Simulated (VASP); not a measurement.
Computed with PBEsol GGA, VASP's PBE PAW potentials (set 64) (plane waves; VASP 6.6.1).

The input files of a VASP run:

**KPOINTS**
```
Automatic mesh
0
Gamma
14 14 14
0 0 0
```

INCAR:
```
# general
SYSTEM  =PbS
PREC    =Accurate
ENCUT   =400
LREAL   =.FALSE.
LASPH   =.TRUE.

# electronic loop
EDIFF   =1E-8
NELM    =100
ALGO    =Normal
LMAXMIX =4

# smearing
ISMEAR  =0
SIGMA   =0.01

# functional
GGA     =PS

# ions
IBRION  =8
NSW     =1

# output
LWAVE   =.FALSE.
LCHARG  =.FALSE.

# other
LEPSILON=.TRUE.
```

File POSCAR:
```
PbS
1
    0.0000000000     2.9499783817     2.9499783817
    2.9499783817     0.0000000000     2.9499783817
    2.9499783817     2.9499783817     0.0000000000
Pb S
1 1
Direct
  0.0000000000   0.0000000000   0.0000000000
  0.5000000000   0.5000000000   0.5000000000
```

POTCAR, in this order: Pb_d S (PBE.64 set). Program: vasp_std.

What VASP printed:

File OUTCAR:
```


 HEAD OF MICROSCOPIC STATIC DIELECTRIC TENSOR (INDEPENDENT PARTICLE, excluding Hartree and local field effects)
 ------------------------------------------------------
          28.276591    -0.000000     0.000000
          -0.000000    28.276591     0.000000
          -0.000000    -0.000000    28.276591
 ------------------------------------------------------

 MACROSCOPIC STATIC DIELECTRIC TENSOR (including local field effects in DFT)
 ------------------------------------------------------
          27.457288     0.000000    -0.000000
           0.000000    27.457288     0.000000
           0.000000     0.000000    27.457288
 ------------------------------------------------------

 PIEZOELECTRIC TENSOR (including local field effects)  for field in x, y, z        (e  Angst)
          XX          YY          ZZ          XY          YZ          ZX
  --------------------------------------------------------------------------------
  x     0.00000     0.00000     0.00000     0.00000     0.00000     0.00000
  y     0.00000     0.00000     0.00000     0.00000     0.00000     0.00000
  z     0.00000     0.00000     0.00000     0.00000     0.00000     0.00000

 PIEZOELECTRIC TENSOR (including local field effects)  for field in x, y, z        (C/m^2)
          XX          YY          ZZ          XY          YZ          ZX
  --------------------------------------------------------------------------------
  x     0.00000     0.00000     0.00000     0.00000     0.00000     0.00000
  y     0.00000     0.00000     0.00000     0.00000     0.00000     0.00000
  z     0.00000     0.00000     0.00000     0.00000     0.00000     0.00000

 BORN EFFECTIVE CHARGES (including local field effects) (in |e|, cummulative output)
 ---------------------------------------------------------------------------------
 ion    1
    1     4.13746     0.00000     0.00000
    2     0.00000     4.13746     0.00000
    3     0.00000     0.00000     4.13746
 ion    2
    1    -4.13746     0.00000     0.00000
    2     0.00000    -4.13746     0.00000
    3     0.00000     0.00000    -4.13746
```
(Selected blocks of OUTCAR.)

The dielectric response may not be converged in the k-mesh; for small gaps it tends to come out too large.

The compound is PbS in the rock salt structure. It was relaxed first.
